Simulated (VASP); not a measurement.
GW runs with VASP on MgTe (wurtzite), on PBE orbitals with a Kohn-Sham gap of 2.54 eV on the mesh.

```
MgTe
1.0
    2.27500    -3.94042     0.00000
    2.27500     3.94042     0.00000
    0.00000     0.00000     7.39000
Mg Te
2 2
Direct
  0.66667   0.33333   0.50000
  0.33333   0.66667   0.00000
  0.66667   0.33333   0.87600
  0.33333   0.66667   0.37600
```

Run with PREC = Normal, 500 eV cut-off, 4×4×2 Γ-centred mesh, Gaussian smearing of 0.010 eV, potentials Mg_sv_GW Te_GW.

The mesh is coarse and the basis finite, so the quasiparticle values are not converged. Unless said otherwise, spin-orbit coupling is left out, though it shifts the bands of the heavy elements here.

```
run                  level  NBANDS  ENCUTGW (eV)  QP gap (eV)  smallest direct QP gap (eV)
-----  -------------------  ------  ------------  -----------  ---------------------------
run 1  G0W0@PBE, 1 step(s)     128           150         3.88                         3.88
run 2  G0W0@PBE, 1 step(s)     320           200            …                            …
```

Task: Some entries are withheld; supply them.

Result: 
- run 2, QP gap (eV): 3.95
- run 2, smallest direct QP gap (eV): 3.95

Left out are failed runs and those that VASP or the mesh makes unfit.

The compound is MgTe in the wurtzite structure. The cell was not relaxed at this level.
